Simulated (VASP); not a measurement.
## IrO2 (rutile): computed properties

All values below come from LDA (Ceperley-Alder, Perdew-Zunger), VASP's LDA PAW potentials (set 64) (plane waves; VASP).

For IrO$_{2}$, the space group is P4_2/mnm (136), the cell is a = b = 4.452 Å, c = 3.148 Å, α = β = γ = 90.00° and the volume per atom is 10.40 Å^3/atom. The band gap (over mesh and band path) comes out as none (metal, semimetal or under 0.01 eV). The band gap with spin-orbit coupling is none (metallic) and the density is 11.93 g/cm³.

```
CELL_PARAMETERS angstrom
      4.45246     0.00000     0.00000
      0.00000     4.45246     0.00000
      0.00000     0.00000     3.14776
ATOMIC_POSITIONS crystal
  Ir 0.00000 0.00000 0.00000
  Ir 0.50000 0.50000 0.50000
  O  0.30894 0.30894 0.00000
  O  0.80894 0.19106 0.50000
  O  0.19106 0.80894 0.50000
  O  0.69106 0.69106 0.00000
```

Measured: a 4.505 Å (computed value off by -1.2 %), c 3.159 Å (computed value off by -0.3 %), as given by Zenji Hiroi, Progress in Solid State Chemistry (2015), arXiv:1503.02262. The calculation is for a static lattice, while the measured a, c hold thermal and zero-point effects, which are part of the difference. Unless said otherwise, spin-orbit coupling is left out, though it shifts the bands of the heavy elements here.

The compound is IrO2 in the rutile structure. It was relaxed first. Symmetry was kept, so distortions that lower it aren't found.
